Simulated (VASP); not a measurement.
Consider the following.

```
CELL_PARAMETERS angstrom
      3.76370     0.00000     0.00000
      0.00000     3.76370     0.00000
      0.00000     0.00000     3.76370
ATOMIC_POSITIONS crystal
  Tl 0.00000 0.00000 0.00000
  Br 0.50000 0.50000 0.50000
```

The numbers are results of LDA (Ceperley-Alder, Perdew-Zunger), VASP's LDA PAW potentials (set 64) (plane waves; VASP), not measurements. Settings: 520 eV cut-off, 7×7×7 Γ-centred mesh, Gaussian smearing of 0.050 eV, potentials Tl_d Br.

### Question
Predict the energy per atom (σ→0), pressure.

### Answer

```json
{
  "energy per atom (σ→0)": "-3.266 eV/atom",
  "pressure": "2.39 GPa"
}
```

The absolute energy has meaning only against runs of the same code, potentials and settings.

The compound is TlBr in the CsCl type structure. This cell is one point of a volume scan, at 0.94 of the reference volume.
